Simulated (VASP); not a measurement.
Crystal: Nb3B5.

```
Nb B
1.0
     4.45156    0.00000    0.00000
     0.00000    4.45156    0.00000
     0.00000    0.00000    4.45156
Nb B
3 5
Direct
  0.50000 0.00000 0.00000
  0.00000 0.50000 0.00000
  0.00000 0.00000 0.50000
  0.74908 0.74908 0.74908
  0.25092 0.25092 0.74908
  0.25092 0.74908 0.25092
  0.74908 0.25092 0.25092
  0.50000 0.50000 0.50000
```

The cell was built by a generator and needn't be a form met in nature.

| Quantity | Value |
| --- | --- |
| Program | VASP 6.6.1 |
| Task | relaxation of cell and atoms |
| Functional | PBE |
| Potentials or basis | VASP PAW PBE potentials, release 64 (Nb_sv, B) |
| Cutoff | 520 eV |
| k mesh | 4 × 4 × 4 |
| Occupations | gaussian, width 0.15 eV |
| Spin | no spin polarisation |

At the start: pressure 61.8 GPa; volume 11.03 Å³/atom.

How do energy, volume and symmetry change on relaxing?

Over 9 steps the energy falls by 817.0 meV/atom and the volume is 13.67 Å³/atom (+24.0 %); space group P-43m (No. 215, to 0.05 Å).

Step by step:
```csv
step,energy change (eV),largest force (eV/Å),pressure (GPa),volume (Å³)
1,0.0000,5.7760,61.76,88.21
2,-2.0126,0.8438,-13.44,154.37
3,-6.0018,1.4721,-4.29,115.49
4,-6.0009,1.5249,-3.53,114.89
5,-6.3909,0.8880,-0.87,111.22
6,-6.5214,0.2058,2.17,107.99
7,-6.5216,0.1730,2.13,107.85
8,-6.5296,0.1283,-1.33,110.40
9,-6.5358,0.0056,-0.16,109.40
```

Final structure:
```xyz
8
Lattice="4.7827 0.0000 0.0000 0.0000 4.7827 0.0000 0.0000 0.0000 4.7827" Properties=species:S:1:pos:R:3 pbc="T T T"
Nb    2.3913    4.7827    0.0000
Nb    0.0000    2.3913    0.0000
Nb    0.0000    4.7827    2.3913
B     3.4062    3.4062    3.4062
B     1.3765    1.3765    3.4062
B     1.3765    3.4062    1.3765
B     3.4062    1.3765    1.3765
B     2.3913    2.3913    2.3913
```

Caveat: the volume moved by over 15 % at a fixed basis, so the end points are rough.
